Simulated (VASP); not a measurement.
Consider the following.

```
CELL_PARAMETERS angstrom
      1.27500    -2.20837     0.00000
      1.27500     2.20837     0.00000
      0.00000     0.00000     4.22000
ATOMIC_POSITIONS crystal
  B  0.66667 0.33333 0.50000
  B  0.33333 0.66667 0.00000
  N  0.66667 0.33333 0.87500
  N  0.33333 0.66667 0.37500
```

Computed with PBE GGA, VASP's PBE PAW potentials (set 64) (plane waves; VASP). Numerical set-up: 520 eV cut-off, 11×11×6 Γ-centred mesh, Gaussian smearing of 0.050 eV, potentials B N.

Give the stress tensor in GPa (positive for a compressed cell).

```
2.24  0.00  0.00
0.00  2.24  0.00
0.00  0.00  1.51
```
The pressure is its mean diagonal, 1.99 GPa.

The compound is BN in the wurtzite structure, a metastable high-pressure form. The cell was not relaxed at this level.
